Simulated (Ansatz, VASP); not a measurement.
One calculation of CaB3Sb3, two programs

```
Ca B Sb
1.0
     5.12511    0.00000    0.00000
     0.00000    5.12511    0.00000
     0.00000    0.00000    5.12511
Ca B Sb
1 3 3
Direct
  0.00000 0.00000 0.00000
  0.00000 0.50000 0.00000
  0.50000 0.00000 0.00000
  0.00000 0.00000 0.50000
  0.00000 0.50000 0.50000
  0.50000 0.00000 0.50000
  0.50000 0.50000 0.00000
```

Alike in both runs: functional PBE; k mesh 8 × 8 × 8; occupations gaussian, width 0.1 eV; no spin polarisation.

Ansatz relaxed the structure, and its values are those at the end. VASP's run is a single point on that final structure, the one shown.

|  | VASP | Ansatz |
| --- | --- | --- |
| version | VASP 6.6.1 | Ansatz 0.2.0 |
| potentials or method | VASP PAW PBE potentials, release 64 (Ca_sv, B, Sb) | scalar-relativistic, plane waves, PAW |
| plane-wave cutoff (eV) | 520 | 420 |
| valence electrons in the cell | 34 | 64 |

VASP gave:

| Quantity | Value |
| --- | --- |
| gap on the k mesh at the Fermi level (eV) | none |
| pressure (GPa) | 0.1 |

Task: Estimate Ansatz's values.

Result: gap on the k mesh at the Fermi level (eV): none; pressure (GPa): 0.0.

A gap of «none» marks a metal or a gap that the smearing closes. The functional is the same, so the differences come from potentials, cutoffs and numerics. The two sets of potentials don't hold the same shells in valence.

The runs have no spin-orbit coupling, so splittings on Sb are missing.
